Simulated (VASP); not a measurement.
**BaTiO3: transverse stress against strain**

BaTiO3 (tetragonal perovskite, P4mm, 13.501 Å³/atom and stress up to 0.19 GPa in the relaxed cell, c along z) under a strain ε along c (axis z), the other axes held. PBE in VASP (plane waves, PAW), 600 eV, 8×8×8 Γ-centred mesh, Gaussian smearing 0.05 eV; ions are relaxed, or left where forces stay under 0.02 eV/Å, within the symmetry of each cell. Against the start cell, which lies near the measured one, the relaxed cell differs by 5.0 % in volume and 4.6 % in c; the values below rest on it. Stress is positive for a compressed cell.

Here s stands for strain and y for stress xx.

| strain (%) | stress xx (GPa) |
|---|---|
| -3.00 | ? |
| -1.50 | 1.00 |
| -1.00 | 0.59 |
| -0.50 | 0.19 |
| 0.00 | -0.19 |
| 0.50 | -0.57 |
| 1.00 | -0.94 |
| 1.50 | -1.30 |

Taking a straight line for y over the 7 complete rows: Means: s 0, y -0.174. About the means, the sum of products is -5.3600 and the sum of squares of s is 7.0000; the slope is their ratio. Least squares gives y = -0.174 - 0.7657·s. Residuals (row less fit): 0.025, -0.002, -0.019, -0.016, -0.013, 0.000, 0.023; standard error 0.020 (degrees of freedom: 5). The slope gives the elastic constant C13 = 76.6 ± 0.7 GPa (± standard error of the fit, which holds the terms cut off).

**Question.** Estimate the missing y (s = -3.00); what did the run itself give?

**Answer.** y = -0.174 - 0.7657 × (-3.0) = 2.123 GPa. The calculation gives 2.31 GPa, 0.187 GPa above the prediction (5.2 % of the range of y in the table). The row lies outside the fitted rows, so this is an extrapolation. From the scatter of the fitted rows alone, a prediction at this place has a standard error of 0.031 GPa, so the miss is 6.0 times that.

A polynomial of degree 2 through the 12 other runs of the series gives 2.30 there, so most of the miss is curvature that the fit leaves out. Rows are the converged runs of the series near zero and its far end, less any whose ions stayed unrelaxed beside relaxed ones; series whose fitted rows scatter by over a few per cent of the range, as at a crossing or softening among them, aren't shown in this form. Most that stay on the fit to the last digits aren't either.
